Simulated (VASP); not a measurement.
Computed with LDA (Ceperley-Alder, Perdew-Zunger), VASP's LDA PAW potentials (set 64) (plane waves; VASP).

VASP input:

KPOINTS:
```
k-points along high-symmetry lines
15
Line-mode
Reciprocal
  0.000000   0.000000   0.000000 ! GAMMA
  0.000000   0.500000   0.000000 ! X

  0.000000   0.500000   0.000000 ! X
  0.500000   0.500000   0.000000 ! M

  0.500000   0.500000   0.000000 ! M
  0.000000   0.000000   0.000000 ! GAMMA

  0.000000   0.000000   0.000000 ! GAMMA
  0.500000   0.500000   0.500000 ! R

  0.500000   0.500000   0.500000 ! R
  0.000000   0.500000   0.000000 ! X

  0.500000   0.500000   0.500000 ! R
  0.500000   0.500000   0.000000 ! M
```

**POSCAR**
```
PdIn
1
    3.2179213625     0.0000000000     0.0000000000
    0.0000000000     3.2179213625     0.0000000000
   -0.0000000000     0.0000000000     3.2179213625
In Pd
1 1
Direct
  0.5000000000   0.5000000000   0.5000000000
  0.0000000000   0.0000000000   0.0000000000
```

INCAR:
```
! general
SYSTEM =PdIn
PREC   =Accurate
ENCUT  =400
LREAL  =F
LASPH  =T
ICHARG =11

! electronic loop
EDIFF  =1E-7
NELM   =100
ALGO   =Normal
LMAXMIX=4

! smearing
ISMEAR =0
SIGMA  =0.05

! output
LWAVE  =F
LCHARG =F
LORBIT =11
```

POTCAR, in this order: In_d Pd (LDA.64 set). Program: vasp_std. Read from the step before: CHGCAR.

What VASP printed:

**OSZICAR**
```
       N       E                     dE             d eps       ncg     rms          rms(c)
DAV:   1     0.145325666169E+03    0.14533E+03   -0.99649E+03  2784   0.172E+03
DAV:   2    -0.284630536049E+01   -0.14817E+03   -0.14296E+03  2854   0.371E+02
DAV:   3    -0.981673951928E+01   -0.69704E+01   -0.68513E+01  3428   0.877E+01
DAV:   4    -0.993952806843E+01   -0.12279E+00   -0.12276E+00  3471   0.111E+01
DAV:   5    -0.994532157210E+01   -0.57935E-02   -0.57934E-02  4018   0.209E+00
DAV:   6    -0.994546847897E+01   -0.14691E-03   -0.14691E-03  3628   0.250E-01
DAV:   7    -0.994546980823E+01   -0.13293E-05   -0.13295E-05  4053   0.306E-02
DAV:   8    -0.994546982531E+01   -0.17085E-07   -0.16647E-07  3008   0.307E-03
   1 F= -.99454698E+01 E0= -.99453596E+01  d E =-.220441E-03
```

File OUTCAR:
```
 val. band max:       11.4934719976   @ k =   0.5000   0.5000   0.3571

 cond. band min:      11.6146962579   @ k =   0.3571   0.5000   0.3571



 k-point     1 :       0.0000    0.0000    0.0000
  band No.  band energies     occupation
      1      -3.9889      2.00000
      2      -3.9889      2.00000
      3      -3.5119      2.00000
      4      -3.5119      2.00000
      5      -3.5119      2.00000
      6       0.4958      2.00000
      7       6.9788      2.00000
      8       6.9788      2.00000
      9       8.6449      2.00000
     10       8.6449      2.00000
     11       8.6449      2.00000
     12      15.2487      0.00000
     13      15.2487      0.00000
     14      15.2487      0.00000
     15      20.9615      0.00000

 k-point     2 :       0.0000    0.0357    0.0000
  band No.  band energies     occupation
      1      -3.9880      2.00000
      2      -3.9838      2.00000
      3      -3.5135      2.00000
      4      -3.5135      2.00000
      5      -3.5114      2.00000
      6       0.5169      2.00000
      7       6.9786      2.00000
      8       6.9830      2.00000
      9       8.6270      2.00000
     10       8.6270      2.00000
     11       8.6437      2.00000
     12      15.0911      0.00000
     13      15.2932      0.00000
     14      15.2932      0.00000
     15      21.0547      0.00000

 k-point     3 :       0.0000    0.0714    0.0000
  band No.  band energies     occupation
      1      -3.9853      2.00000
      2      -3.9686      2.00000
      3      -3.5180      2.00000
      4      -3.5180      2.00000
      5      -3.5099      2.00000
      6       0.5804      2.00000
      7       6.9779      2.00000
      8       6.9946      2.00000
      9       8.5751      2.00000
     10       8.5751      2.00000
     11       8.6400      2.00000
     12      14.6694      0.00000
     13      15.4249      0.00000
     14      15.4249      0.00000
     15      21.2279      0.00000

...
```

The density is held fixed in this step, so its total energy and stress have no physical meaning. Unless said otherwise, spin-orbit coupling is left out, though it shifts the bands of the heavy elements here.

The compound is PdIn in the CsCl type structure. It was relaxed first. The electron count is odd and the run is not spin-polarised, which forces a metal.
